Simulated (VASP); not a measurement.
Here is a VASP 6.6.1 calculation.

Contents of INCAR:

```
PREC = Normal
ENCUT = 450
EDIFF = 1E-7
ISMEAR = 0
SIGMA = 0.01
LREAL = Auto
LASPH = T
NELM = 150
ALGO = Normal
ISIF = 2
LWAVE = F
LCHARG = F
ISPIN = 2
MAGMOM = 0.2 0 0 0.2 0 0 0 0 0 0 0.2 0 0 0 0 0 0 0 0 0 0 0 0 0.2 0.2 0 0 0 0 0 0 0 0 0 0 0 0 0 0 0 0 0 0 0 0 0 0 0
LORBIT = 11
GGA = PE
NBANDS = 250
AMIX = 0.2
BMIX = 1E-4
AMIX_MAG = 0.8
BMIX_MAG = 1E-4
ICORELEVEL = 1
IBRION = 5
NFREE = 2
POTIM = 0.015
NSW = 1
ISYM = 0
KPAR = 4
NCORE = 2
```

KPOINTS

```
regular mesh
0
Monkhorst-Pack
  2 2 2
```

File POSCAR:

```
Zn24NO23                                
1.0
    3.2865000000     -5.6923860000      5.3003900000
    3.2865020000      5.6923860000      5.3003900000
   -6.5730020000      0.0000000000      5.3003900000
  Zn              N               O             
    24     1    23
Selective dynamics
Direct
0.5037954635204324  0.3328837977576543  0.6625195407694900  T T T
0.8330209055341044  0.6670086043372366  0.9997506414445196  F F F
0.1664169714445178  0.4996877355341083  0.8336754343372336  F F F
0.6662169577576563  0.4958527007694924  0.3371291235204332  T T T
0.9992422892743327  0.3330941940363008  0.1672934922062292  F F F
0.3339598222062274  0.6659091192743367  0.4997610240363048  F F F
0.6664273540363032  0.0006266522062313  0.8325759492743336  F F F
0.0003417743372324  0.8330838114445156  0.6663545755341062  F F F
0.3327943241650164  0.1664199179398788  0.0000687096263471  F F F
0.4997530879398748  0.8334018796263430  0.1661279941650181  F F F
0.8291858707694882  0.1704622935204363  0.4995506277576582  T T T
0.1667350396263454  0.9994611541650202  0.3330867479398757  F F F
0.8321321380789248  0.4987986380789299  0.6654651380789280  F F F
0.1663527364105193  0.8330192364105173  0.9996857364105154  F F F
0.4997340778750525  0.6666614015192397  0.8329279627112652  F F F
0.9999949015192416  0.6662614627112672  0.3330670778750486  F F F
0.3343169795290759  0.4989653117808986  0.1665954167789992  F F F
0.6665655406140090  0.8345726493700490  0.4991928673242191  F F F
0.9995949627112691  0.1664005778750506  0.8333279015192377  F F F
0.3332624167789960  0.0009834795290811  0.6656318117808968  F F F
0.6658598673242229  0.3332320406140070  0.0012391493700471  F F F
0.8322988117808936  0.9999289167790012  0.1676499795290791  F F F
0.1679061493700510  0.3325263673242211  0.4998985406140051  F F F
0.5039309552182820  0.1705974552182802  0.3372639552182781  T T T
0.6262207206907495  0.2928872206907476  0.4595537206907456  T T T
0.9593356659963875  0.6260021659963856  0.7926686659963907  F F F
0.2936615292050621  0.4594512914976982  0.6275378121513193  F F F
0.7927847914977001  0.4608713121513214  0.1269945292050582  F F F
0.1256920115939553  0.2930361990253919  0.9602567817156916  F F F
0.4606006903121149  0.6264226171387574  0.2925532830625595  F F F
0.7942048121513232  0.9603280292050599  0.6261177914976962  F F F
0.1269237817156955  0.7923585115939533  0.4597026990253900  F F F
0.4592202830625563  0.1272671903121129  0.7930891171387625  F F F
0.6263696990253940  0.7935902817156936  0.9590250115939514  F F F
0.9597561171387593  0.1258867830625543  0.2939336903121181  F F F
0.2924345655691721  0.9591010655691704  0.1257675655691682  F F F
0.6260247567074629  0.4600784237298726  0.7950565620413408  F F F
0.9595793372398577  0.7933009322195638  0.1261772677511153  F F F
0.2928435977511135  0.6262461672398546  0.9599677622195607  F F F
0.7934115837298750  0.6283897220413359  0.4593584167074639  F F F
0.1268146772913425  0.4596889927426206  0.2929765329600154  F F F
0.4596428629600136  0.7934815072913466  0.6263558227426246  F F F
0.7930221527426228  0.1263096929600106  0.9601483372913435  F F F
0.1266341022195598  0.9595104377511113  0.7929130072398595  F F F
0.4584019179802634  0.2915960403786098  0.1253425131770148  F F F
0.6249292103786058  0.9586756831770108  0.2917355879802652  F F F
0.9617228920413390  0.2926915867074670  0.6267452537298768  F F F
0.2920088431770130  0.1250687479802604  0.4582628703786067  F F F
```

Potentials or basis: VASP PAW PBE potentials, release 64 (Zn, N, O).

Launch:

```sh
$ cat potpaw_PBE.64/Zn/POTCAR potpaw_PBE.64/N/POTCAR potpaw_PBE.64/O/POTCAR > POTCAR
$ mpirun -np 8 vasp_std > vasp.out
```

Problem. Estimate the net moment.

Solution. 1.00 μB per cell.

Problem. What does it give for the site moments?

Solution. Zn +0.05, +0.01, +0.00, +0.02; N +0.26; O +0.01, +0.03, +0.00, +0.02 μB.

Core levels (eV, on the scale of the bands):
| atom | levels |
| --- | --- |
| 1 Zn | 1s -9517.8, 2s -1151.3, 2p -997.0, 3s -122.7, 3p -76.9 |
| 2 Zn | 1s -9517.5, 2s -1151.0, 2p -996.7, 3s -122.6, 3p -76.8 |
| 3 Zn | 1s -9517.5, 2s -1151.0, 2p -996.7, 3s -122.6, 3p -76.8 |
| 4 Zn | 1s -9517.8, 2s -1151.3, 2p -997.0, 3s -122.7, 3p -76.9 |
| 5 Zn | 1s -9517.5, 2s -1151.0, 2p -996.7, 3s -122.6, 3p -76.7 |
| 6 Zn | 1s -9517.5, 2s -1151.0, 2p -996.7, 3s -122.6, 3p -76.7 |
